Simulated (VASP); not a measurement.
Calculation: HSE06 screened hybrid, VASP's PBE PAW potentials (set 64) (plane waves; VASP).

A VASP calculation is set up with these files.

**KPOINTS**
```
Automatic mesh
0
Gamma
1 1 1
0 0 0
```

### INCAR
```
AEXX=0.25
ALGO=Normal
EDIFF=1E-5
ENCUT=400
GGA=PE
HFSCREEN=0.2
ISIF=0
ISMEAR=0
ISYM=0
LASPH=.True.
LCHARG=.False.
LHFCALC=.True.
LREAL=Auto
LWAVE=.False.
NELM=50
NELMIN=4
PREC=Normal
PRECFOCK=Fast
SIGMA=0.05
SYSTEM=Mg33O32
```

**POSCAR**
```
Mg33O32
16.9739180
  0.5000000009   0.0000000000   0.0000000000
  0.0000000000   0.5000000009   0.0000000000
  0.0000000000   0.0000000000   0.5000000009
Mg O
33 32
Direct
  0.5006068567   0.9936750507   0.9942109976
  0.7555922801   0.2490943956   0.9943680601
  0.7558797193   0.9936161957   0.2494866290
  0.9997038995   0.9997951930   0.9998722666
  0.2492158852   0.2490071907   0.9994505468
  0.5007465359   0.5003931381   0.9995148833
  0.7501547404   0.7500809079   0.9998641238
  0.2490370504   0.9985667732   0.2495046048
  0.5313191093   0.2168429270   0.2192608180
  0.7506213036   0.5004717938   0.2494637187
  0.5006306441   0.9981889922   0.5009785603
  0.7506886923   0.2489349211   0.5008459812
  0.7502443522   0.9996048689   0.7503345354
  0.9934545711   0.5003544892   0.9938587483
  0.2493154153   0.7559989147   0.9939396475
  0.9988856968   0.2490184282   0.2496127674
  0.2165316991   0.5325116371   0.2173925025
  0.5006936968   0.7503866675   0.2493682308
  0.9941386656   0.9939434756   0.5009013968
  0.2193854443   0.2180262483   0.5313079013
  0.5318653733   0.5313513681   0.5330103927
  0.7558745624   0.7555826274   0.5008416900
  0.2492376383   0.9939062811   0.7560045624
  0.5005344716   0.2488613277   0.7512126949
  0.7559576347   0.5003277208   0.7563276509
  0.9934829663   0.7560268209   0.2496180376
  0.9989357292   0.5003991782   0.5011995408
  0.2491377620   0.7504341101   0.5010611457
  0.9941772964   0.2490955092   0.7558287446
  0.2491755509   0.5004307773   0.7512957404
  0.5006482829   0.7557266034   0.7563458434
  0.9996897284   0.7501364925   0.7503699914
  0.3747547063   0.3766811807   0.3739095528
  0.7563756876   0.2472627070   0.2481184903
  0.9924302908   0.5020719187   0.2480029314
  0.9936048658   0.2474445119   0.5025691680
  0.2476213878   0.2468984681   0.2482931864
  0.5031929829   0.5030673695   0.2470870999
  0.7496249887   0.7495207556   0.2506639927
  0.0001900040   0.0002509389   0.2506660297
  0.5010519434   0.2473015749   0.5015481751
  0.7565492055   0.5018149747   0.5027756143
  0.0001838021   0.7494174066   0.4996596385
  0.7494069025   0.2502302046   0.7496786651
  0.0002032567   0.4992626880   0.7498341220
  0.0002169322   0.2503965211   0.0005507928
  0.2473724733   0.7565984321   0.2478971684
  0.5022290940   0.9921370306   0.2480056282
  0.2475327724   0.5022820700   0.5033745340
  0.5023699286   0.7560720589   0.5028338473
  0.7495291259   0.0001558156   0.4996270925
  0.2478310261   0.2473916532   0.7567748844
  0.5023409453   0.5017759685   0.7574735750
  0.7500747651   0.7498916287   0.7502672379
  0.9997872620   0.9997149873   0.7502900835
  0.5021958278   0.2472181209   0.9939618534
  0.7495995951   0.4992206440   0.0004411884
  0.9998210482   0.7499343859   0.0000826371
  0.2476978875   0.9926490443   0.5026150139
  0.2504573652   0.7495121324   0.7499004303
  0.4994579432   0.0001812186   0.7497580599
  0.2474308071   0.5020840437   0.9932094062
  0.4993784804   0.7495088656   0.0003649315
  0.7500485888   0.9996854418   0.9999890799
  0.2504058533   0.0002472128   0.0005319342
```

POTCAR, in this order: Mg O (PBE.64 set). Program: vasp_gam. Read from the step before: WAVECAR.

Output of the run:

### OUTCAR
```
 ion  position               nearest neighbor table
   1  0.501  0.994  0.994-  63 2.07  61 2.08  64 2.12  65 2.12  56 2.15  48 2.15   9 2.70  31 2.86
                            15 2.94  23 2.94   7 2.96  13 2.96  24 2.99  18 2.99   5 3.04   8 3.04
   2  0.756  0.249  0.994-  46 2.08  44 2.08  64 2.12  57 2.12  56 2.15  34 2.15   9 2.71  29 2.86
                            14 2.94  25 2.94   4 2.96  13 2.96  24 2.99  16 2.99   6 3.04  10 3.04
   3  0.756  0.994  0.249-  39 2.07  40 2.07  64 2.12  51 2.12  34 2.15  48 2.15   9 2.70  26 2.85
                            22 2.94  19 2.94   7 2.96   4 2.96  18 2.99  16 2.99  12 3.04  11 3.04
   4  1.000  1.000  1.000-  55 2.12  64 2.12  58 2.12  46 2.13  65 2.13  40 2.13  29 2.96   2 2.96
                            23 2.96  15 2.96   3 2.96  26 2.96   5 2.99  16 2.99   8 2.99  13 2.99
   5  0.249  0.249  0.999-  52 2.06  65 2.11  37 2.11  46 2.11  56 2.15  62 2.15  23 2.99   4 2.99
                            29 2.99  24 3.00  30 3.00  16 3.00   8 3.00   6 3.02   1 3.04  14 3.04
   6  0.501  0.500  1.000-  53 2.05  38 2.10  57 2.11  63 2.11  56 2.15  62 2.15  25 2.99  31 2.99
                             7 3.00  30 3.00  10 3.00  24 3.00  18 3.00   5 3.02   2 3.04  15 3.04
   7  0.750  0.750  1.000-  54 2.12  64 2.12  58 2.12  63 2.13  39 2.13  57 2.13  31 2.96  14 2.96
                            26 2.96   1 2.96   3 2.96  25 2.96  18 2.99  32 2.99  13 2.99   6 3.00
   8  0.249  0.999  0.250-  47 2.05  37 2.11  40 2.11  65 2.11  59 2.15  48 2.15  26 2.99  15 2.99
                             4 2.99  28 3.00  18 3.00   5 3.00  16 3.00  11 3.02  19 3.04   9 3.04
   9  0.531  0.217  0.219-  48 1.94  34 1.94  56 1.95  33 2.31  41 2.42  37 2.43  38 2.45   3 2.70
                             1 2.70   2 2.71  11 3.04   8 3.04  12 3.04   5 3.05  10 3.05   6 3.06
  10  0.751  0.500  0.249-  35 2.05  38 2.10  57 2.11  39 2.11  34 2.15  42 2.15  26 2.99  14 2.99
                             7 3.00  16 3.00   6 3.00  18 3.00  27 3.00  12 3.02   2 3.04  22 3.04
  11  0.501  0.998  0.501-  50 2.05  61 2.11  51 2.11  41 2.11  59 2.15  48 2.15  31 2.99  22 2.99
                            13 2.99  28 3.00  18 3.00  12 3.01  24 3.01   8 3.02   9 3.04  23 3.04
  12  0.751  0.249  0.501-  36 2.06  51 2.11  44 2.11  41 2.12  34 2.15  42 2.15  19 2.99  29 2.99
                            13 2.99  16 3.00  27 3.00  24 3.00  11 3.01  10 3.02   3 3.04   9 3.04
  13  0.750  1.000  0.750-  55 2.12  64 2.12  54 2.12  44 2.13  51 2.13  61 2.13  19 2.96  29 2.96
                            31 2.96  22 2.96   2 2.96   1 2.96  12 2.99  32 2.99  24 2.99  11 2.99
  14  0.993  0.500  0.994-  57 2.07  45 2.07  58 2.12  46 2.12  62 2.16  35 2.16  17 2.69  25 2.85
                             2 2.94  29 2.94   7 2.96  32 2.96  30 2.99  10 2.99  16 3.04   5 3.04
  15  0.249  0.756  0.994-  60 2.07  65 2.07  58 2.12  63 2.12  62 2.16  47 2.16  17 2.70  23 2.86
                            31 2.94   1 2.94  32 2.96   4 2.96   8 2.99  30 2.99  18 3.04   6 3.04
  16  0.999  0.249  0.250-  34 2.06  37 2.11  40 2.11  46 2.11  36 2.15  35 2.15   3 2.99   2 2.99
                             4 2.99  12 3.00  10 3.00   5 3.00   8 3.00  27 3.02  19 3.04  14 3.04
  17  0.217  0.533  0.217-  35 1.94  47 1.94  62 1.94  33 2.31  37 2.45  49 2.45  38 2.46  26 2.69
                            14 2.69  15 2.70  16 3.05  27 3.05   5 3.05  28 3.05  18 3.05   6 3.05
  18  0.501  0.750  0.249-  48 2.05  38 2.10  39 2.11  63 2.11  47 2.15  50 2.15   3 2.99   1 2.99
                             7 2.99  11 3.00  10 3.00   6 3.00   8 3.00  28 3.02  22 3.04  15 3.04
  19  0.994  0.994  0.501-  43 2.08  51 2.08  55 2.12  40 2.13  36 2.15  59 2.15  20 2.71  22 2.86
                            26 2.94   3 2.94  32 2.96  13 2.96  12 2.99  28 2.99   8 3.04  16 3.04
  20  0.219  0.218  0.531-  59 1.94  52 1.94  36 1.95  33 2.31  41 2.42  37 2.43  49 2.44  23 2.71
                            19 2.71  29 2.71  11 3.04  24 3.04   8 3.04  16 3.05  30 3.05  27 3.05
  21  0.532  0.531  0.533-  53 1.94  42 1.94  50 1.94  33 2.31  49 2.44  41 2.44  38 2.45  25 2.70
                            31 2.70  22 2.70  24 3.04  30 3.04  12 3.04  28 3.05  10 3.05  18 3.05
  22  0.756  0.756  0.501-  43 2.07  51 2.08  54 2.12  39 2.12  50 2.15  42 2.15  21 2.70  19 2.86
                            26 2.93   3 2.94  32 2.96  13 2.96  11 2.99  27 2.99  10 3.04  18 3.04
  23  0.249  0.994  0.756-  60 2.07  65 2.08  55 2.12  61 2.12  59 2.15  52 2.15  20 2.71  15 2.86
                             1 2.94  31 2.94  32 2.96   4 2.96  28 2.99   5 2.99  24 3.04  11 3.04
  24  0.501  0.249  0.751-  56 2.06  61 2.11  44 2.11  41 2.12  52 2.15  53 2.15   1 2.99   2 2.99
                            13 2.99   5 3.00   6 3.00  12 3.00  11 3.01  30 3.02  23 3.04  20 3.04
  25  0.756  0.500  0.756-  57 2.07  45 2.07  54 2.12  44 2.12  42 2.15  53 2.15  21 2.70  14 2.85
                             2 2.94  29 2.94   7 2.96  32 2.96  27 2.99   6 2.99  12 3.04  24 3.04
  26  0.993  0.756  0.250-  39 2.07  40 2.07  58 2.12  43 2.12  47 2.15  35 2.16  17 2.69   3 2.85
                            22 2.93  19 2.94   7 2.96   4 2.96   8 2.99  10 2.99  28 3.04  27 3.04
  27  0.999  0.500  0.501-  42 2.06  49 2.11  45 2.11  43 2.11  36 2.15  35 2.15  25 2.99  22 2.99
                            32 2.99  12 3.00  10 3.00  28 3.00  30 3.00  16 3.02  29 3.04  26 3.04
  28  0.249  0.750  0.501-  59 2.06  49 2.11  60 2.11  43 2.11  47 2.15  50 2.15  23 2.99  19 2.99
                            32 2.99  11 3.00   8 3.00  27 3.00  30 3.00  18 3.02  31 3.04  26 3.04
  29  0.994  0.249  0.756-  46 2.08  44 2.08  55 2.12  45 2.12  36 2.15  52 2.15  20 2.71   2 2.86
                            14 2.94  25 2.94   4 2.96  13 2.96  12 2.99   5 2.99  27 3.04  30 3.04
  30  0.249  0.500  0.751-  62 2.05  49 2.10  45 2.11  60 2.11  52 2.15  53 2.15  15 2.99  14 2.99
                            32 3.00   5 3.00   6 3.00  28 3.00  27 3.00  24 3.02  29 3.04  31 3.04
  31  0.501  0.756  0.756-  63 2.07  61 2.08  54 2.12  60 2.12  50 2.15  53 2.16  21 2.70   1 2.86
                            15 2.94  23 2.94   7 2.96  13 2.96  11 2.99   6 2.99  30 3.04  28 3.04
  32  1.000  0.750  0.750-  55 2.12  54 2.12  58 2.12  43 2.13  60 2.13  45 2.13  15 2.96  19 2.96
                            14 2.96  23 2.96  22 2.96  25 2.96  28 2.99  27 2.99  13 2.99   7 2.99
  33  0.375  0.377  0.374-  38 1.87  49 1.87  37 1.87  41 1.88  17 2.31  21 2.31   9 2.31  20 2.31
                            18 3.51   6 3.51  28 3.52  10 3.52   5 3.52  27 3.53  16 3.53  30 3.54
  34  0.756  0.247  0.248-   9 1.94  16 2.06  12 2.15  10 2.15   3 2.15   2 2.15
  35  0.992  0.502  0.248-  17 1.94  10 2.05  16 2.15  27 2.15  26 2.16  14 2.16
  36  0.994  0.247  0.503-  20 1.95  12 2.06  27 2.15  16 2.15  29 2.15  19 2.15
  37  0.248  0.247  0.248-  33 1.87   8 2.11  16 2.11   5 2.11  20 2.43   9 2.43  17 2.45
  38  0.503  0.503  0.247-  33 1.87  18 2.10  10 2.10   6 2.10  21 2.45   9 2.45  17 2.46
  39  0.750  0.750  0.251-  26 2.07   3 2.07  18 2.11  10 2.11  22 2.12   7 2.13
  40  0.000  0.000  0.251-  26 2.07   3 2.07  16 2.11   8 2.11  19 2.13   4 2.13
  41  0.501  0.247  0.502-  33 1.88  11 2.11  12 2.12  24 2.12  20 2.42   9 2.42  21 2.44
...
```

File OSZICAR:
```
       N       E                     dE             d eps       ncg     rms          rms(c)
DAV:   1    -0.448176232242E+03   -0.44818E+03   -0.79792E+00   328   0.794E+00    0.165E+00
DAV:   2    -0.448237930782E+03   -0.61699E-01   -0.17058E-01   352   0.984E-01    0.105E+00
DAV:   3    -0.448219801233E+03    0.18130E-01   -0.13906E-02   358   0.274E-01    0.666E-01
DAV:   4    -0.448215305776E+03    0.44955E-02   -0.46842E-03   366   0.159E-01    0.430E-01
DAV:   5    -0.448213735323E+03    0.15705E-02   -0.60252E-04   376   0.861E-02    0.252E-01
DAV:   6    -0.448213167340E+03    0.56798E-03   -0.20688E-04   342   0.575E-02    0.142E-01
DAV:   7    -0.448212977798E+03    0.18954E-03   -0.77486E-05   360   0.359E-02    0.815E-02
DAV:   8    -0.448212912630E+03    0.65168E-04   -0.22421E-05   214   0.177E-02    0.488E-02
DAV:   9    -0.448212890018E+03    0.22612E-04   -0.10549E-05   192   0.123E-02    0.293E-02
DAV:  10    -0.448212882317E+03    0.77008E-05   -0.35608E-06   184   0.693E-03
   1 F= -.44821288E+03 E0= -.44821288E+03  d E =-.511414E-18
```

### OUTCAR
```
------------------------ aborting loop because EDIFF is reached ----------------------------------------
  volume of cell :      611.30
      direct lattice vectors                 reciprocal lattice vectors
     8.486959016  0.000000000  0.000000000     0.117827834  0.000000000  0.000000000
     0.000000000  8.486959016  0.000000000     0.000000000  0.117827834  0.000000000
     0.000000000  0.000000000  8.486959016     0.000000000  0.000000000  0.117827834
  FREE ENERGIE OF THE ION-ELECTRON SYSTEM (eV)
  ---------------------------------------------------
  free  energy   TOTEN  =      -448.2128823172 eV

  energy  without entropy=     -448.2128823172  energy(sigma->0) =     -448.21288232

  exchange ACFDT corr.  =         0.00000000  see jH, gK, PRB 81, 115126
```
(Selected blocks of OUTCAR.)

The supercell is sampled at Γ alone, which is coarse: total energies, pressure and levels can be off, energies of defects by several tenths of an eV.

The cell is a supercell with a defect, built from MgO (rock salt): Mg_i. The cell's shape comes from a PBE relaxation. The run is not spin-polarised, so no state with unpaired spins was tried.
